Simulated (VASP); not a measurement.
All values below come from PBEsol GGA, VASP's PBE PAW potentials (set 64) (plane waves; VASP).

VASP input:

File KPOINTS:
```
k-points along high-symmetry lines
12
Line-mode
Reciprocal
  0.000000   0.000000   0.000000 ! GAMMA
  0.000000   0.000000  -0.500000 ! T

  0.000000   0.000000  -0.500000 ! T
 -0.328125   0.328125  -0.500000 ! H_2

 -0.343750   0.328125  -0.187500 ! H_0
  0.000000   0.500000   0.500000 ! L

  0.000000   0.500000   0.500000 ! L
  0.000000   0.000000   0.000000 ! GAMMA

  0.000000   0.000000   0.000000 ! GAMMA
 -0.335938   0.335938   0.000000 ! S_0

 -0.335937   0.328125  -0.343750 ! S_2
 -0.500000   0.000000  -1.000000 ! F

 -0.500000   0.000000  -1.000000 ! F
  0.000000   0.000000   0.000000 ! GAMMA
```

**INCAR**
```
# general
SYSTEM   =  BeCd3Te4
PREC     =  Accurate
ENCUT    =  400
LREAL    =  .FALSE.
LASPH    =  .TRUE.
ICHARG   =  11

# electronic loop
EDIFF    =  1E-7
NELM     =  100
ALGO     =  Normal
LMAXMIX  =  4

# smearing
ISMEAR   =  0
SIGMA    =  0.05

# functional
GGA      =  PS

# output
LWAVE    =  .FALSE.
LCHARG   =  .FALSE.
LORBIT   =  11
```

### POSCAR
```
BeCd3Te4
25.2397770
  0.0000000000   0.1239904337   0.1239904337
  0.1239904337   0.0000000000   0.1239904337
  0.4999999901   0.4999999901  -0.0040382552
Cd Te Be
3 4 1
direct
  0.0213534131   0.0213534131   0.9839849402
  0.0023430463   0.0023430463   0.2482427153
  0.9844699230   0.9844699230   0.5116475579
  0.2559658338   0.2559658338   0.0580256247
  0.2377177463   0.2377177463   0.3217116903
  0.2208182324   0.2208182324   0.5843863257
  0.2762087649   0.2762087649   0.7928434264
  0.0011230403   0.0011230403   0.7491577198
```

POTCAR, in this order: Cd Te Be (PBE.64 set). Program: vasp_std. Read from the step before: CHGCAR.

The resulting files:

**OSZICAR**
```
       N       E                     dE             d eps       ncg     rms          rms(c)
DAV:   1     0.337015943222E+03    0.33702E+03   -0.23740E+04  6216   0.117E+03
DAV:   2     0.168239824930E+00   -0.33685E+03   -0.32868E+03  7195   0.296E+02
DAV:   3    -0.194472444426E+02   -0.19615E+02   -0.19372E+02  7316   0.716E+01
DAV:   4    -0.198337394902E+02   -0.38650E+00   -0.38561E+00  7990   0.877E+00
DAV:   5    -0.198393462064E+02   -0.56067E-02   -0.56054E-02  7401   0.107E+00
DAV:   6    -0.198394913529E+02   -0.14515E-03   -0.14514E-03  8054   0.156E-01
DAV:   7    -0.198394949474E+02   -0.35945E-05   -0.35945E-05  7453   0.239E-02
DAV:   8    -0.198394950728E+02   -0.12540E-06   -0.12541E-06  7097   0.417E-03
DAV:   9    -0.198394950783E+02   -0.54861E-08   -0.54585E-08  4959   0.898E-04
   1 F= -.19839495E+02 E0= -.19839495E+02  d E =-.872652E-13
```

OUTCAR:
```
 val. band max:        2.9166363837   @ k =   0.0000   0.0000   0.0000

 cond. band min:       3.8890199455   @ k =   0.0000   0.0000   0.0000



 k-point     1 :       0.0000    0.0000    0.0000
  band No.  band energies     occupation
      1      -8.7694      2.00000
      2      -8.4290      2.00000
      3      -8.2928      2.00000
      4      -7.9877      2.00000
      5      -5.5778      2.00000
      6      -5.5778      2.00000
      7      -5.5145      2.00000
      8      -5.4942      2.00000
      9      -5.4942      2.00000
     10      -5.4229      2.00000
     11      -5.4229      2.00000
     12      -5.3784      2.00000
     13      -5.3283      2.00000
     14      -5.3283      2.00000
     15      -5.2463      2.00000
     16      -5.2463      2.00000
     17      -5.1879      2.00000
     18      -5.1879      2.00000
     19      -5.0483      2.00000
     20      -2.0631      2.00000
     21      -0.3745      2.00000
     22      -0.0920      2.00000
     23       1.4555      2.00000
     24       1.4555      2.00000
     25       2.3648      2.00000
     26       2.3648      2.00000
     27       2.5183      2.00000
     28       2.5183      2.00000
     29       2.5782      2.00000
     30       2.9166      2.00000
     31       2.9166      2.00000
     32       3.8890      0.00000
     33       4.5975      0.00000
     34       5.1185      0.00000
     35       5.2936      0.00000
     36       6.4372      0.00000
     37       6.4372      0.00000

 k-point     2 :       0.0000    0.0000   -0.0455
  band No.  band energies     occupation
      1      -8.7692      2.00000
      2      -8.4306      2.00000
      3      -8.2911      2.00000
      4      -7.9880      2.00000
      5      -5.5778      2.00000
      6      -5.5778      2.00000
      7      -5.5151      2.00000
      8      -5.4942      2.00000
      9      -5.4942      2.00000
     10      -5.4229      2.00000
     11      -5.4229      2.00000
     12      -5.3770      2.00000
...
```

The density is held fixed in this step, so its total energy and stress have no physical meaning. Unless said otherwise, spin-orbit coupling is left out, though it shifts the bands of the heavy elements here.

The structure was generated: BeCd3Te4 was put into an ordered model structure (R3m), which need not be its known phase. It was relaxed first.
